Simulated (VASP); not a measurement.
Energy against volume of SrTe (rock salt). All values below come from HSEsol screened hybrid, VASP's PBE PAW potentials (set 64) (plane waves; VASP). Run with 520 eV cut-off, 6×6×6 Γ-centred mesh, Gaussian smearing of 0.050 eV, potentials Sr_sv Te.

| V (Å³/atom) | E (eV/atom) |
|---|---|
| 35.735 | -4.93669 |
| 36.876 | -4.93657 |
| 38.016 | -4.92888 |
| 39.157 | -4.91476 |

### Question
Fit these four points and predict the energy of the run at 34.595 Å³/atom.

### Answer
A cubic in V^(−2/3), the third-order Birch-Murnaghan form, passes through the four points with V0 = 36.28 Å³/atom and B0 = 37 GPa, and gives -4.9279 eV/atom there. The run gave -4.9278 eV/atom, +0.0 meV/atom from the fit; all five points give B0 = 37 GPa.

The compound is SrTe in the rock salt structure. It was relaxed first. The cell's shape comes from a PBE relaxation.
